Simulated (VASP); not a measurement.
Input:

```yaml
crystal:
  lattice:
    - [3.51024, 0.00000, 0.00000]
    - [-1.75512, 3.03996, 0.00000]
    - [0.00000, 0.00000, 3.57527]
  atoms:
    - { symbol: Zr, position: [0.00000, 0.00000, 0.00000] }
    - { symbol: Se, position: [0.33333, 0.66667, 0.50000] }
```

Calculation: LDA (Ceperley-Alder, Perdew-Zunger), VASP's LDA PAW potentials (set 64) (plane waves; VASP 6.6.1). Settings: 400 eV cut-off, 11×11×9 Γ-centred mesh, first-order Methfessel-Paxton smearing of 0.10 eV, potentials Zr_sv Se.

Task: Estimate the energy per atom (σ→0), band gap (on the k-mesh) with the smallest direct gap where there is one.

Result: 
```json
{
 "band gap (on the k-mesh)": "none (metal, semimetal or under 0.01 eV)",
 "energy per atom (σ→0)": "-8.244 eV/atom"
}
```

Total energies compare only between runs with the same potentials, cut-off and functional.

The structure comes from a computed database's ZrSe entry (P-6m2); how it stands against other phases isn't given here. It was relaxed first, which changed the volume by -5 %. The start is the result of an earlier pass.
